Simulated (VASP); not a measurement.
Level of theory: SCAN meta-GGA, VASP's PBE PAW potentials (set 64) (plane waves; VASP).

Input for VASP

File POSCAR:
```
K
1.0
 -2.6792821852   2.6792821852   2.6792821852
  2.6792821852  -2.6792821852   2.6792821852
  2.6792821852   2.6792821852  -2.6792821852
K
1
Direct
  0.0000000000   0.0000000000   0.0000000000
```

File KPOINTS:
```
Automatic mesh
0
Gamma
10 10 10
0 0 0
```

**INCAR**
```
# general
SYSTEM  = K
PREC    = Accurate
ENCUT   = 520
LREAL   = .FALSE.
LASPH   = .TRUE.

# electronic loop
EDIFF   = 1E-7
NELM    = 100
ALGO    = Normal
LMIXTAU = .TRUE.

# smearing
ISMEAR  = 1
SIGMA   = 0.1

# functional
METAGGA = SCAN

# ions
ISIF    = 2

# output
LWAVE   = .FALSE.
LCHARG  = .FALSE.
```

POTCAR, in this order: K_sv (PBE.64 set). Program: vasp_std.

Question: Estimate the energy per atom (σ→0), band gap (on the k-mesh).

Answer: 
```yaml
energy per atom (σ→0): -8.332 eV/atom
band gap (on the k-mesh): none (metal, semimetal or under 0.01 eV)
```

OSZICAR:
```
...
DAV:  32    -0.833257978053E+01    0.44268E-05   -0.11703E-05   760   0.488E-02    0.137E-03
DAV:  33    -0.833257994020E+01   -0.15967E-06   -0.20543E-06   880   0.225E-02    0.100E-03
DAV:  34    -0.833258124486E+01   -0.13047E-05   -0.80553E-06   792   0.390E-02    0.884E-04
DAV:  35    -0.833258164437E+01   -0.39950E-06   -0.10111E-06   896   0.151E-02    0.803E-04
DAV:  36    -0.833258134169E+01    0.30268E-06   -0.77746E-07   816   0.139E-02    0.478E-04
DAV:  37    -0.833258190766E+01   -0.56597E-06   -0.17913E-07  1056   0.616E-03    0.435E-04
DAV:  38    -0.833258189912E+01    0.85370E-08   -0.27640E-08   912   0.255E-03
   1 F= -.83325819E+01 E0= -.83322138E+01  d E =-.110439E-02
```

The compound is K in the bcc structure. This cell is one point of a volume scan, at 1.03 of the reference volume.
